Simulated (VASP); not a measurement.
An input for Quantum ESPRESSO's pw.x (written as the equivalent of a VASP run, and not itself run):

```
&CONTROL
  calculation = 'vc-relax'
  pseudo_dir = './pseudo'
  outdir = './out'
  tprnfor = .true.
  tstress = .true.
  nstep = 50
  forc_conv_thr = 0.00039
/
&SYSTEM
  ibrav = 0
  nat = 2
  ntyp = 2
  ecutwfc = 92
  occupations = 'smearing'
  smearing = 'gaussian'
  degauss = 0.003675
  input_dft = 'pbe'
/
&ELECTRONS
  conv_thr = 7.3e-08
  electron_maxstep = 100
/
&IONS
/
&CELL
/
ATOMIC_SPECIES
  Zn 65.380 Zn.upf
  Cu 63.546 Cu.upf
CELL_PARAMETERS angstrom
     2.9500000    0.0000000    0.0000000
     0.0000000    2.9500000    0.0000000
     0.0000000    0.0000000    2.9500000
ATOMIC_POSITIONS crystal
  Zn   0.5000000  0.5000000  0.5000000
  Cu   0.0000000  0.0000000  0.0000000
K_POINTS automatic
  11 11 11 0 0 0
```

Task: Translate this input to VASP (INCAR, KPOINTS, POSCAR, choice of POTCAR).

Result: One answer among several that fit: 
### KPOINTS
```
Automatic mesh
0
gamma
  11 11 11
0 0 0
```

INCAR:
```
! general
SYSTEM  = CuZn
PREC    = Accurate
ENCUT   = 300
LREAL   = .FALSE.
LASPH   = .TRUE.

! electronic loop
EDIFF   = 1E-6
NELM    = 100
ALGO    = Normal
LMAXMIX = 4

! smearing
ISMEAR  = 0
SIGMA   = 0.05

! functional
GGA     = PE

! ions
IBRION  = 2
NSW     = 50
ISIF    = 3
EDIFFG  = -0.01

! output
LWAVE   = .FALSE.
LCHARG  = .FALSE.
```

POSCAR:
```
CuZn
1.0
  2.9500000000   0.0000000000   0.0000000000
  0.0000000000   2.9500000000   0.0000000000
  0.0000000000   0.0000000000   2.9500000000
Zn Cu
1 1
direct
  0.5000000000   0.5000000000   0.5000000000
  0.0000000000   0.0000000000   0.0000000000
```

POTCAR, in this order: Zn Cu (PBE.64 set). Program: vasp_std.

The two are equivalent in intent, not identical: the potentials are each code's own (VASP's PAW set, PseudoDojo norm-conserving files in pw.x), so ENCUT and ecutwfc are chosen apart and not converted; conv_thr bounds pw.x's estimated SCF error, while EDIFF bounds the energy change between steps; forc_conv_thr acts on force components and is met together with etot_conv_thr.

The structure is a typed CuZn crystal (Pm-3m). This run relaxes it. Symmetry was kept, so distortions that lower it aren't found. The run is one of a series of settings (EDIFFG = -0.01, IBRION = 2, ISIF = 3, NSW = 50 against the base run), some of them coarse on purpose.
